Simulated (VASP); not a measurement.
Level of theory: PBEsol GGA, VASP's PBE PAW potentials (set 64) (plane waves; VASP).

A VASP calculation is set up with these files.

### POSCAR
```
Pd
1.0
  0.0000000000   1.9450000000   1.9450000000
  1.9450000000   0.0000000000   1.9450000000
  1.9450000000   1.9450000000   0.0000000000
Pd
1
Cart
  0.0000000000   0.0000000000   0.0000000000
```

**KPOINTS**
```
K-points
0
gamma
  14 14 14
0 0 0
```

**INCAR**
```
ISMEAR = 1   # Methfessel-Paxton
LASPH = .True.
ALGO = Normal
LCHARG = .False.
GGA = PS
NSW = 60
ISIF = 3
EDIFF = 1E-6   # SCF stop (eV)
ENCUT = 520   # plane-wave cut-off (eV)
NELM = 100
IBRION = 2   # conjugate gradients
LREAL = .False.
EDIFFG = -0.01   # ionic stop
LWAVE = .False.
SYSTEM = Pd
SIGMA = 0.1
PREC = Accurate
LMAXMIX = 4
```

POTCAR, in this order: Pd (PBE.64 set). Program: vasp_std.

Output

File OUTCAR:
```
 ion  position               nearest neighbor table
   1  0.000  0.000  0.000-
  LATTYP: Found a face centered cubic cell.
 ALAT       =     3.8900000000
 Subroutine PRICEL returns:
 Original cell was already a primitive cell.
 Subroutine GETGRP returns: Found 48 space group operations
The static configuration has the point symmetry O_h .
The dynamic configuration has the point symmetry O_h .
 Subroutine INISYM returns: Found 48 space group operations
 Subroutine IBZKPT returns following result:
 Found    104 irreducible k-points:

 Following reciprocal coordinates:
            Coordinates               Weight
  0.000000  0.000000  0.000000      1.000000
  0.071429  0.000000  0.000000      8.000000
  0.142857  0.000000  0.000000      8.000000
  0.214286  0.000000  0.000000      8.000000
  0.285714  0.000000  0.000000      8.000000
  0.357143  0.000000  0.000000      8.000000
  0.428571  0.000000  0.000000      8.000000
  0.500000  0.000000  0.000000      4.000000
  0.071429  0.071429  0.000000      6.000000
  0.142857  0.071429  0.000000     24.000000
  0.214286  0.071429  0.000000     24.000000
  0.285714  0.071429  0.000000     24.000000
  0.357143  0.071429  0.000000     24.000000
  0.428571  0.071429  0.000000     24.000000
  0.500000  0.071429  0.000000     24.000000
 -0.428571  0.071429  0.000000     24.000000
 -0.357143  0.071429  0.000000     24.000000
 -0.285714  0.071429  0.000000     24.000000
 -0.214286  0.071429  0.000000     24.000000
 -0.142857  0.071429  0.000000     24.000000
 -0.071429  0.071429  0.000000     12.000000
  0.142857  0.142857  0.000000      6.000000
  0.214286  0.142857  0.000000     24.000000
  0.285714  0.142857  0.000000     24.000000
  0.357143  0.142857  0.000000     24.000000
...
```

File OSZICAR:
```
       N       E                     dE             d eps       ncg     rms          rms(c)
DAV:   1     0.386023485358E+02    0.38602E+02   -0.53777E+03  1896   0.105E+03
DAV:   2    -0.597306108855E+01   -0.44575E+02   -0.43284E+02  2012   0.195E+02
DAV:   3    -0.634580629446E+01   -0.37275E+00   -0.37059E+00  2222   0.210E+01
DAV:   4    -0.634746346319E+01   -0.16572E-02   -0.16570E-02  2180   0.131E+00
DAV:   5    -0.634748305126E+01   -0.19588E-04   -0.19587E-04  2188   0.121E-01    0.840E+00
DAV:   6    -0.596499122713E+01    0.38249E+00   -0.17769E+00  1909   0.126E+01    0.374E+00
DAV:   7    -0.595240197012E+01    0.12589E-01   -0.94269E-03  2129   0.930E-01    0.202E+00
DAV:   8    -0.594755899373E+01    0.48430E-02   -0.15109E-03  2025   0.402E-01    0.857E-02
DAV:   9    -0.594754471987E+01    0.14274E-04   -0.81155E-05  2615   0.908E-02    0.231E-02
DAV:  10    -0.594754814262E+01   -0.34227E-05   -0.55526E-06  2129   0.264E-02    0.515E-03
DAV:  11    -0.594754786104E+01    0.28158E-06   -0.39418E-08  1029   0.254E-03
   1 F= -.59475479E+01 E0= -.59469244E+01  d E =-.594755E+01
       N       E                     dE             d eps       ncg     rms          rms(c)
DAV:   1    -0.608893547990E+01   -0.14139E+00   -0.27011E+00  1897   0.186E+01    0.267E+00
DAV:   2    -0.594542365991E+01    0.14351E+00   -0.67329E-01  1889   0.775E+00    0.518E-01
DAV:   3    -0.594484219341E+01    0.58147E-03   -0.35958E-03  2183   0.487E-01    0.325E-01
DAV:   4    -0.594510598082E+01   -0.26379E-03   -0.20981E-03  2117   0.457E-01    0.488E-02
DAV:   5    -0.594508226547E+01    0.23715E-04   -0.99726E-05  1994   0.102E-01    0.147E-02
DAV:   6    -0.594508487646E+01   -0.26110E-05   -0.24478E-06  2330   0.160E-02    0.537E-04
DAV:   7    -0.594508488695E+01   -0.10491E-07   -0.41938E-08   993   0.176E-03
   2 F= -.59450849E+01 E0= -.59444882E+01  d E =0.246297E-02
       N       E                     dE             d eps       ncg     rms          rms(c)
DAV:   1    -0.600346186896E+01   -0.58377E-01   -0.10299E+00  1899   0.116E+01    0.159E+00
DAV:   2    -0.594907875530E+01    0.54383E-01   -0.27714E-01  1890   0.483E+00    0.436E-01
DAV:   3    -0.594893097189E+01    0.14778E-03   -0.81260E-04  2092   0.250E-01    0.264E-01
DAV:   4    -0.594898064813E+01   -0.49676E-04   -0.60239E-04  2114   0.216E-01    0.144E-02
DAV:   5    -0.594898512145E+01   -0.44733E-05   -0.73650E-06  2063   0.233E-02    0.715E-03
DAV:   6    -0.594898582261E+01   -0.70116E-06   -0.98200E-07  1775   0.102E-02
   3 F= -.59489858E+01 E0= -.59483745E+01  d E =-.143796E-02
```

OUTCAR:
```
------------------------ aborting loop because EDIFF is reached ----------------------------------------
  FORCE on cell =-STRESS in cart. coord.  units (eV):
  Direction    XX          YY          ZZ          XY          YZ          ZX
  --------------------------------------------------------------------------------------
  Total       -0.0002538     -0.0002538     -0.0002538      0.0000000      0.0000000      0.0000000
  in kB       -0.0279825     -0.0279825     -0.0279825      0.0000000      0.0000000      0.0000000
  external PRESSURE =      -0.0279825 kB  Pullay stress =       0.0000000 kB
  volume of cell :       14.53
      direct lattice vectors                 reciprocal lattice vectors
    -0.000000000  1.936883138  1.936883138    -0.258146705  0.258146705  0.258146705
     1.936883138  0.000000000  1.936883138     0.258146705 -0.258146705  0.258146705
     1.936883138  1.936883138  0.000000000     0.258146705  0.258146705 -0.258146705
 POSITION                                       TOTAL-FORCE (eV/Angst)
 -----------------------------------------------------------------------------------
      0.00000      0.00000      0.00000         0.000000      0.000000     -0.000000
 -----------------------------------------------------------------------------------
    total drift:                                0.000000      0.000000     -0.000000
  FREE ENERGIE OF THE ION-ELECTRON SYSTEM (eV)
  ---------------------------------------------------
  free  energy   TOTEN  =        -5.9489858226 eV

  energy  without entropy=       -5.9471519058  energy(sigma->0) =       -5.94837452

 reached required accuracy - stopping structural energy minimisation
```
(Selected blocks of OUTCAR.)

File CONTCAR:
```
Pd
   1.00000000000000
    -0.0000000000000000    1.9368831378356428    1.9368831378356428
     1.9368831378356428    0.0000000000000000    1.9368831378356428
     1.9368831378356428    1.9368831378356428    0.0000000000000000
  Pd
     1
Direct
     0.0000000000000000    0.0000000000000000    0.0000000000000000
```

The compound is Pd in the fcc structure. This run relaxes it. Symmetry was kept, so distortions that lower it aren't found.
